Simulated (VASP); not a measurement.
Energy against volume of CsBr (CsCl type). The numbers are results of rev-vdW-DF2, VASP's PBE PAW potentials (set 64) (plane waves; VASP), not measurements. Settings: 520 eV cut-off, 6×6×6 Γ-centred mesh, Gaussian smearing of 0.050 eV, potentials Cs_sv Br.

```tsv
V (Å³/atom)	E (eV/atom)
36.704	-1.04578
37.875	-1.05235
39.047	-1.05456
40.218	-1.05314
```

**Question.** Fit these four points and predict the energy of the run at 41.389 Å³/atom.

**Answer.** A cubic in V^(−2/3), the third-order Birch-Murnaghan form, passes through the four points with V0 = 39.14 Å³/atom and B0 = 16 GPa, and gives -1.0487 eV/atom there. The run gave -1.0487 eV/atom, +0.0 meV/atom from the fit; all five points give B0 = 16 GPa.

The compound is CsBr in the CsCl type structure. It was relaxed first.
